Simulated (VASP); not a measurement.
Write the native input for VASP 6.6.1 that does the following.

```yaml
Task: relaxation of cell and atoms
Functional: PBE
Potentials_or_basis: VASP PAW PBE potentials, release 64 (Ti_sv, C)
Cutoff: 520 eV
k_mesh: 6 × 6 × 6
Occupations: gaussian, width 0.15 eV
Spin: no spin polarisation
Further_INCAR_settings: PREC = Normal; ALGO = Fast; EDIFF = 0.0001; IBRION = 2; EDIFFG = -0.08; NSW = 24; ISIF = 3
```

The structure of TiC3 lies in POSCAR:

```
TiC3
1.0
    3.6867459900      0.0000000000      0.0000000000
    0.0000000000      3.6867459900      0.0000000000
    0.0000000000      0.0000000000      3.6867459900
Ti C
1 3
Direct
    0.0000000000      0.0000000000      0.0000000000
    0.5000000000      0.5000000000      0.0000000000
    0.5000000000      0.0000000000      0.5000000000
    0.0000000000      0.5000000000      0.5000000000
```

The cell was built by a generator and needn't be a form met in nature.

The input as run:

INCAR

```
SYSTEM = TiC3
PREC = Normal
ENCUT = 520
EDIFF = 1E-4
ISMEAR = 0
SIGMA = 0.15
LREAL = .FALSE.
LASPH = .TRUE.
NELM = 60
ALGO = Fast
ISIF = 3
LWAVE = .FALSE.
LCHARG = .FALSE.
GGA = PE
IBRION = 2
NSW = 24
EDIFFG = -0.08
```

KPOINTS

```
Automatic mesh
0
G
  6 6 6
  0 0 0
```

Potentials or basis: VASP PAW PBE potentials, release 64 (Ti_sv, C).

Run with:

```console
$ cat potpaw_PBE.64/Ti_sv/POTCAR potpaw_PBE.64/C/POTCAR > POTCAR
$ mpirun -np 1 vasp_std > vasp.out
```

Results of the run:

The relaxed volume is 8.17 Å³/atom. The relaxed cell is a = 3.197 Å, b = 3.197 Å, c = 3.197 Å, α = 90.00°, β = 90.00°, γ = 90.00°. The space group after relaxing (to 0.05 Å) is Pm-3m (No. 221) and the energy gained by relaxing is 754.2 meV/atom. The ionic steps are 3. The pressure after relaxing is 1.2 GPa. The band gap on the k mesh is none (metal or under the smearing width).

Caveat: the volume moved by over 15 % at a fixed basis, so the end points are rough.

Wall time 25 s on 1 thread of Intel(R) Xeon(R) Platinum 8559C (Emerald Rapids) (shared host), peak memory 0.15 GiB.
